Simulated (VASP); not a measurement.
OSZICAR of a VASP run on TaAs (relaxed from the zinc blende structure, space group F-43m):

File OSZICAR:
```
       N       E                     dE             d eps       ncg     rms          rms(c)
DAV:   1     0.700860895169E+02    0.70086E+02   -0.73362E+03  1768   0.982E+02
DAV:   2    -0.145858507673E+02   -0.84672E+02   -0.81002E+02  2028   0.243E+02
DAV:   3    -0.175410962747E+02   -0.29552E+01   -0.28486E+01  2196   0.418E+01
DAV:   4    -0.175874747170E+02   -0.46378E-01   -0.46452E-01  2004   0.504E+00
DAV:   5    -0.175882109073E+02   -0.73619E-03   -0.74640E-03  2288   0.532E-01    0.125E+01
DAV:   6    -0.165349691018E+02    0.10532E+01   -0.31496E+00  1916   0.132E+01    0.488E+00
DAV:   7    -0.165045590557E+02    0.30410E-01   -0.14865E-01  2180   0.300E+00    0.213E+00
DAV:   8    -0.164956675183E+02    0.88915E-02   -0.13785E-02  1868   0.102E+00    0.163E-01
DAV:   9    -0.164954238535E+02    0.24366E-03   -0.93227E-04  1940   0.288E-01    0.991E-02
DAV:  10    -0.164954448993E+02   -0.21046E-04   -0.13078E-04  2128   0.930E-02    0.183E-02
DAV:  11    -0.164954445390E+02    0.36034E-06   -0.67456E-06  1944   0.241E-02    0.209E-03
DAV:  12    -0.164954435834E+02    0.95561E-06   -0.59001E-07  2028   0.573E-03    0.956E-04
DAV:  13    -0.164954431989E+02    0.38449E-06   -0.10062E-07  1108   0.251E-03    0.911E-04
DAV:  14    -0.164954433060E+02   -0.10705E-06   -0.10996E-08   960   0.893E-04    0.209E-04
DAV:  15    -0.164954433576E+02   -0.51624E-07   -0.28101E-09   904   0.479E-04
   1 F= -.16495443E+02 E0= -.16495443E+02  d E =0.000000E+00
```

Task: Which electronic solver shows in the log?

Result: It is blocked Davidson (ALGO = Normal, or the opening steps of other solvers). The INCAR had ALGO = Normal.

Task: Can the final energy be trusted as converged?

Result: The calculation finished and met its thresholds. It stopped with EDIFF = 1E-7, NELM = 100 (PBEsol GGA, plane waves, VASP's PBE PAW potentials (set 64)).

The structure was generated: TaAs was put into the zinc blende type (F-43m), which need not be its known phase. It was relaxed first, which changed the volume by -36 %.
